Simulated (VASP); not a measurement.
Data:

```xyz
4
Lattice="3.8542 0.0000 0.0000 -1.9271 3.3378 0.0000 0.0000 0.0000 6.3619" Properties=species:S:1:pos:R:3 pbc="T T T"
Si     0.0000     2.2252     0.4002
Si     1.9271     1.1126     5.9616
Si     1.9271     1.1126     3.5812
Si     0.0000     2.2252     2.7807
```

Level of theory: HSE06 screened hybrid, VASP's PBE PAW potentials (set 64) (plane waves; VASP). Settings: 400 eV cut-off, 6×6×4 Γ-centred mesh, Gaussian smearing of 0.050 eV, potentials Si.

Give the stress tensor in GPa (positive for a compressed cell).

```
-1.95   0.00   0.00
 0.00  -1.95   0.00
 0.00   0.00  -1.91
```
The pressure is its mean diagonal, -1.93 GPa.

The structure comes from a computed database's Si entry (P6_3/mmc); how it stands against other phases isn't given here. It was relaxed first. The cell's shape comes from a PBE relaxation.
